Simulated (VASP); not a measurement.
Set up this calculation in VASP 6.6.1, as the native input.

- Task: relaxation of cell and atoms
- Functional: PBE
- Potentials or basis: VASP PAW PBE potentials, release 64 (Mg, Zr_sv, O)
- Cutoff: 520 eV
- k mesh: 3 × 3 × 4
- Occupations: gaussian, width 0.15 eV
- Spin: no spin polarisation
- Further INCAR settings: PREC = Normal; ALGO = Fast; EDIFF = 0.0001; IBRION = 2; EDIFFG = -0.08; NSW = 24; ISIF = 3

The structure of MgZr2O3 lies in POSCAR:

```
MgZr2O3
1.0
    5.2000000000      0.0000000000      0.0000000000
   -2.6000000000      4.5033321000      0.0000000000
    0.0000000000      0.0000000000      3.1800000000
Mg Zr O
1 2 3
Direct
    0.0000000000      0.0000000000      0.0000000000
    0.3333333300      0.6666666700      0.5000000000
    0.6666666700      0.3333333300      0.5000000000
    0.3920000000      0.0000000000      0.0000000000
    0.0000000000      0.3920000000      0.0000000000
    0.6080000000      0.6080000000      0.0000000000
```

The cell was built by a generator and needn't be a form met in nature.

These files were run (other wordings do the same):

INCAR

```
SYSTEM = MgZr2O3
PREC = Normal
ENCUT = 520
EDIFF = 1E-4
ISMEAR = 0
SIGMA = 0.15
LREAL = .False.
LASPH = .True.
NELM = 60
ALGO = Fast
ISIF = 3
LWAVE = .False.
LCHARG = .False.
GGA = PE
IBRION = 2
NSW = 24
EDIFFG = -0.08
```

KPOINTS

```
regular mesh
0
Gamma
  3 3 4
  0 0 0
```

Potentials or basis: VASP PAW PBE potentials, release 64 (Mg, Zr_sv, O).

Launch:

```console
$ cat potpaw_PBE.64/Mg/POTCAR potpaw_PBE.64/Zr_sv/POTCAR potpaw_PBE.64/O/POTCAR > POTCAR
$ mpirun -np 1 vasp_std > vasp.out
```

Results of the run:

```
Relaxed volume                         : 12.94 Å³/atom
Relaxed cell                           : a = 5.354 Å, b = 5.354 Å, c = 3.127 Å, α = 90.00°, β = 90.00°, γ = 120.00°
Space group after relaxing (to 0.05 Å) : P-62m (No. 189)
Energy gained by relaxing              : 12.2 meV/atom
Ionic steps                            : 10
Pressure after relaxing                : -0.8 GPa
Largest force after relaxing           : 0.035 eV/Å
Band gap on the k mesh                 : none (metal or under the smearing width)
```

Caveat: the k mesh is coarse (spacing up to 0.49 Å⁻¹), so the values aren't converged; the relaxation stopped at a loose force limit of 0.08 eV/Å, so its end isn't a converged minimum.

Wall time 44 s on 1 thread of Intel(R) Xeon(R) 6975P-C (Granite Rapids) (shared host), peak memory 0.15 GiB.
